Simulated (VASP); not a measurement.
Given:

```cif
data_Ru
_chemical_formula_sum 'Ru1'
_space_group_name_H-M_alt 'P 1'
_space_group_IT_number 1
_cell_length_a 2.49209
_cell_length_b 2.49209
_cell_length_c 2.49209
_cell_angle_alpha 90.000
_cell_angle_beta 90.000
_cell_angle_gamma 90.000
loop_
_space_group_symop_operation_xyz
  'x, y, z'
loop_
_atom_site_label
_atom_site_type_symbol
_atom_site_fract_x
_atom_site_fract_y
_atom_site_fract_z
_atom_site_occupancy
Ru1 Ru 0.00000 0.00000 0.00000 1
```

Computed with r2SCAN meta-GGA, VASP's PBE PAW potentials (set 64) (plane waves; VASP). Run with 480 eV cut-off, 14×14×14 Γ-centred mesh, first-order Methfessel-Paxton smearing of 0.10 eV, potentials Ru_pv.

Each relaxation starts from this cell; other phases were not tried.

**Question.** The cell is relaxed at 10 GPa. What happens?

**Answer.** The volume per atom goes from 15.48 to 14.96 Å³ (-3.4 %), and the cell becomes a = b = c = 2.4639 Å, α = β = γ = 90.00°, space group Pm-3m.

**Question.** The cell is relaxed at 15 GPa. What happens?

**Answer.** The volume per atom goes from 15.48 to 14.71 Å³ (-5.0 %), and the cell becomes a = b = c = 2.4500 Å, α = β = γ = 90.00°, space group Pm-3m.

Failed runs are left out, and for metals the shear rows, which the mesh's noise covers.

The structure was generated: Ru was put into the simple-cubic type (Pm-3m), which need not be its known phase.
